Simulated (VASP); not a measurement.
The system is W.

```
CELL_PARAMETERS angstrom
-1.58250 1.58250 1.58250
1.58250 -1.58250 1.58250
1.58250 1.58250 -1.58250
ATOMIC_POSITIONS crystal
W 0.00000 0.00000 0.00000
```

Base run:

| Item | Value |
| --- | --- |
| Program | VASP 6.6.1 |
| Functional | PBE |
| Potentials or basis | VASP PAW PBE potentials, release 64 (W_sv) |
| Cutoff | 520 eV |
| k mesh | 20 × 20 × 20 |
| Occupations | fermi-dirac, width 0.1 eV |
| Spin | non-collinear spin, zero start, spin-orbit coupling |
| Starting moments | [[0.0, 0.0, 0.0]] μB |

Its results: pressure 7.1 GPa.

**Question.** The run is repeated on the same cell with these changes: spin from non-collinear spin, zero start, spin-orbit coupling to no spin polarisation; further incar settings from ALGO = Fast; EDIFF = 1e-06; NBANDS = 25 to ALGO = Fast; EDIFF = 1e-06; NBANDS = 13. What comes out?

**Answer.** Pressure 6.1 GPa.
